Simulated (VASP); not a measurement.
Level of theory: PBE GGA + U (Dudarev), VASP's PBE PAW potentials (set 64) (plane waves; VASP).

A VASP calculation is set up with these files.

File KPOINTS:
```
kpoints
0
gamma
  8 8 8
0 0 0
```

**POSCAR**
```
CuAs
2.9899140
  1.0000000000   0.0000000000   0.0000000000
  0.0000000000   1.0000000000   0.0000000000
  0.0000000000   0.0000000000   1.0000000000
Cu As
1 1
Direct
  0.0000000000   0.0000000000   0.0000000000
  0.5000000000   0.5000000000   0.5000000000
```

**INCAR**
```
# general
SYSTEM    = CuAs
PREC      = Accurate
ENCUT     = 400   # plane-wave cut-off (eV)
LREAL     = .False.   # projection in real space or not
LASPH     = .True.

# electronic loop
EDIFF     = 1E-6   # SCF stop (eV)
NELM      = 100   # most electronic steps
ALGO      = Normal
LMAXMIX   = 4

# smearing
ISMEAR    = 0
SIGMA     = 0.05

# functional
GGA       = PE   # PBE

# DFT+U
LDAU      = .True.
LDAUTYPE  = 2   # Dudarev
LDAUL     = 2 -1
LDAUU     = 4.0 0
LDAUJ     = 0 0
LDAUPRINT = 1

# ions
ISIF      = 2   # forces and stress, cell fixed

# output
LWAVE     = .False.
LCHARG    = .False.
LORBIT    = 10
```

POTCAR, in this order: Cu As (PBE.64 set). Program: vasp_std.

The run wrote:

### OUTCAR
```
 ion  position               nearest neighbor table
   1  0.000  0.000  0.000-   2 2.59   2 2.59   2 2.59   2 2.59   2 2.59   2 2.59   2 2.59   2 2.59
  LATTYP: Found a simple cubic cell.
 ALAT       =     2.9899140000
 Subroutine PRICEL returns:
 Original cell was already a primitive cell.
 Subroutine GETGRP returns: Found 48 space group operations
The static configuration has the point symmetry O_h .
The dynamic configuration has the point symmetry O_h .
 Subroutine INISYM returns: Found 48 space group operations
 Subroutine IBZKPT returns following result:
 Found     35 irreducible k-points:

 Following reciprocal coordinates:
            Coordinates               Weight
  0.000000  0.000000  0.000000      1.000000
  0.125000  0.000000  0.000000      6.000000
  0.250000  0.000000  0.000000      6.000000
  0.375000  0.000000  0.000000      6.000000
  0.500000  0.000000  0.000000      3.000000
  0.125000  0.125000  0.000000     12.000000
  0.250000  0.125000  0.000000     24.000000
  0.375000  0.125000  0.000000     24.000000
  0.500000  0.125000  0.000000     12.000000
  0.250000  0.250000  0.000000     12.000000
  0.375000  0.250000  0.000000     24.000000
  0.500000  0.250000  0.000000     12.000000
  0.375000  0.375000  0.000000     12.000000
  0.500000  0.375000  0.000000     12.000000
  0.500000  0.500000  0.000000      3.000000
  0.125000  0.125000  0.125000      8.000000
  0.250000  0.125000  0.125000     24.000000
  0.375000  0.125000  0.125000     24.000000
  0.500000  0.125000  0.125000     12.000000
  0.250000  0.250000  0.125000     24.000000
  0.375000  0.250000  0.125000     48.000000
  0.500000  0.250000  0.125000     24.000000
  0.375000  0.375000  0.125000     24.000000
  0.500000  0.375000  0.125000     24.000000
  0.500000  0.500000  0.125000      6.000000
...
```

File OSZICAR:
```
       N       E                     dE             d eps       ncg     rms          rms(c)
DAV:   1     0.735672675700E+02    0.73567E+02   -0.66925E+03   852   0.151E+03
DAV:   2    -0.353615956027E+01   -0.77103E+02   -0.71993E+02   848   0.252E+02
DAV:   3    -0.675764029449E+01   -0.32215E+01   -0.30744E+01  1064   0.636E+01
DAV:   4    -0.680799417740E+01   -0.50354E-01   -0.50108E-01   940   0.672E+00
DAV:   5    -0.680863062727E+01   -0.63645E-03   -0.63634E-03  1024   0.791E-01    0.669E+00
DAV:   6    -0.672005905924E+01    0.88572E-01   -0.67293E+00   964   0.966E+01    0.435E+00
DAV:   7    -0.629306943841E+01    0.42699E+00   -0.16659E+00   992   0.498E+01    0.144E+00
DAV:   8    -0.629314352767E+01   -0.74089E-04   -0.83807E-02  1072   0.792E+00    0.718E-01
DAV:   9    -0.628553865986E+01    0.76049E-02   -0.28047E-02  1060   0.620E+00    0.458E-02
DAV:  10    -0.628561729679E+01   -0.78637E-04   -0.81434E-04   916   0.262E-01    0.314E-02
DAV:  11    -0.628562010800E+01   -0.28112E-05   -0.83425E-05  1208   0.354E-01    0.171E-02
DAV:  12    -0.628561437039E+01    0.57376E-05   -0.23126E-05  1000   0.172E-01    0.245E-03
DAV:  13    -0.628561430652E+01    0.63877E-07   -0.10578E-06   548   0.173E-02
   1 F= -.62856143E+01 E0= -.62848781E+01  d E =-.147232E-02
```

OUTCAR:
```
------------------------ aborting loop because EDIFF is reached ----------------------------------------
  FORCE on cell =-STRESS in cart. coord.  units (eV):
  Direction    XX          YY          ZZ          XY          YZ          ZX
  --------------------------------------------------------------------------------------
  Total        3.5600485      3.5600485      3.5600485      0.0000000      0.0000000     -0.0000000
  in kB      213.3980310    213.3980310    213.3980310      0.0000000      0.0000000     -0.0000000
  external PRESSURE =     213.3980310 kB  Pullay stress =       0.0000000 kB
  volume of cell :       26.73
      direct lattice vectors                 reciprocal lattice vectors
     2.989914000  0.000000000  0.000000000     0.334457780  0.000000000  0.000000000
     0.000000000  2.989914000  0.000000000     0.000000000  0.334457780  0.000000000
     0.000000000  0.000000000  2.989914000     0.000000000  0.000000000  0.334457780
 POSITION                                       TOTAL-FORCE (eV/Angst)
 -----------------------------------------------------------------------------------
      0.00000      0.00000      0.00000         0.000000      0.000000      0.000000
      1.49496      1.49496      1.49496         0.000000      0.000000      0.000000
 -----------------------------------------------------------------------------------
    total drift:                               -0.000000      0.000000     -0.000000
  FREE ENERGIE OF THE ION-ELECTRON SYSTEM (eV)
  ---------------------------------------------------
  free  energy   TOTEN  =        -6.2856143065 eV

  energy  without entropy=       -6.2841419889  energy(sigma->0) =       -6.28487815

 total charge

# of ion       s       p       d       tot
------------------------------------------
    1        0.392   0.364   9.361  10.117
    2        1.332   1.360   0.074   2.766
--------------------------------------------------
tot          1.724   1.724   9.435  12.883
```
(Selected blocks of OUTCAR.)

The structure was generated: CuAs was put into the CsCl type (Pm-3m), which need not be its known phase. The cell was not relaxed at this level. The run is one of a series of settings (LDAU = .TRUE., LDAUJ = 0 0, LDAUL = 2 -1, LDAUTYPE = 2, LDAUU = 4.0 0 against the base run), some of them coarse on purpose.
